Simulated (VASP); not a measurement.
A run of VASP 6.6.1 is set up as follows.

File INCAR:

```
ALGO = Normal ; EDIFF = 1E-6
ENCUT = 520 ; GGA = CA
ISIF = 2 ; ISMEAR = 0
LASPH = True ; LCHARG = True
LELF = True ; LREAL = False
LVHAR = True ; LWAVE = False
NBANDS = 10 ; NELM = 100
PREC = Accurate ; SIGMA = 0.1
```

File KPOINTS:

```
k-points
0
Gamma
  18 18 10
```

Contents of POSCAR:

```
Al
1.0
    2.8284471442      0.0000000000      0.0000000000
   -1.4142235721      2.4495070802      0.0000000000
    0.0000000000      0.0000000000      4.6008344780
Al
2
Direct
    0.3333333333      0.6666666667      0.2500000000
    0.6666666667      0.3333333333      0.7500000000
```

Potentials or basis: VASP PAW LDA potentials, release 64 (Al).

Command:

```console
$ cat potpaw_LDA.64/Al/POTCAR > POTCAR
$ mpirun -np 1 vasp_std > vasp.out
```

Q: Predict the pressure.

A: 0.1 GPa.

Q: What does it give for the band gap on the k mesh?

A: None (metal or under the smearing width).
